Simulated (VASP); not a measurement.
An input for Ansatz (written as the equivalent of a VASP run, and not itself run):

Ansatz 0.2 input:
```yaml
crystal:
  lattice:
    - [3.8759278, 0.0000000, 0.0000000]
    - [0.0000000, 3.8759278, 0.0000000]
    - [0.0000000, 0.0000000, 3.8759278]
  atoms:
    - { symbol: Ti, position: [0.0000000, 0.0000000, 0.0000000] }
    - { symbol: Pt, position: [0.0000000, 0.5000000, 0.5000000] }
    - { symbol: Pt, position: [0.5000000, 0.0000000, 0.5000000] }
    - { symbol: Pt, position: [0.5000000, 0.5000000, 0.0000000] }
kpoints:
  mp_grid: { grid: [8, 8, 8] }
hamiltonian:
  xc: lda
  pseudopotentials: { kind: paw }
scf:
  occupations: { method: methfessel_paxton, width: 0.1 }
  max_iter: 100
relax:
  max_steps: 40
  f_tol: 0.02
  cell: {}
output: { forces: true, stress: true, eigenvalues: true }
```

Problem. Write the VASP files for the same calculation (LDA).

Solution. Several could match; the one computed here: 
**KPOINTS**
```
Regular mesh
0
gamma
  8 8 8
```

File POSCAR:
```
Pt3Ti
1.0
  3.8759277624   0.0000000000   0.0000000000
  0.0000000000   3.8759277624   0.0000000000
  0.0000000000   0.0000000000   3.8759277624
Ti Pt
1 3
Cartesian
  0.0000000000   0.0000000000   0.0000000000
  0.0000000000   1.9379638812   1.9379638812
  1.9379638812   0.0000000000   1.9379638812
  1.9379638812   1.9379638812   0.0000000000
```

### INCAR
```
# general
SYSTEM  = Pt3Ti
PREC    = Accurate
ENCUT   = 500
LREAL   = .FALSE.
LASPH   = .TRUE.

# electronic loop
EDIFF   = 1E-6
NELM    = 100
ALGO    = Normal
LMAXMIX = 6

# smearing
ISMEAR  = 1
SIGMA   = 0.1

# ions
IBRION  = 2
NSW     = 40
ISIF    = 3
EDIFFG  = -0.02

# output
LWAVE   = .FALSE.
LCHARG  = .FALSE.
```

POTCAR, in this order: Ti_sv Pt (LDA.64 set). Program: vasp_std.

Limits of the translation: each code has its own PAW files, so the cut-off isn't converted (ENCUT is set for VASP's; basis.ecutwfc is left out, and Ansatz then takes the one that its files recommend); Ansatz stops its SCF on the density residual and VASP on the energy change (EDIFF); Ansatz's lda is the Perdew-Wang form, while the LDA potentials of VASP carry Perdew-Zunger's.

The compound is Pt3Ti in the L1_2 structure. It was relaxed first.
